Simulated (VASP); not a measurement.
Here is the system:

```xyz
3
Lattice="0.0000 2.7108 2.7108 2.7108 0.0000 2.7108 2.7108 2.7108 0.0000" Properties=species:S:1:pos:R:3 pbc="T T T"
Cd     0.0000     0.0000     0.0000
F      1.3554     1.3554     1.3554
F      4.0662     4.0662     4.0662
```

These are PW91 GGA, VASP's PBE PAW potentials (set 64) (plane waves; VASP) values and carry that method's errors. Settings: 520 eV cut-off, 7×7×7 Γ-centred mesh, Gaussian smearing of 0.050 eV, potentials Cd F.

Task: Give the stress tensor in GPa (positive for a compressed cell).

Result: 
```
3.40  0.00  0.00
0.00  3.40  0.00
0.00  0.00  3.40
```
The pressure is its mean diagonal, 3.40 GPa.

The compound is CdF2 in the fluorite structure. This cell is one point of a volume scan, at 0.97 of the reference volume.
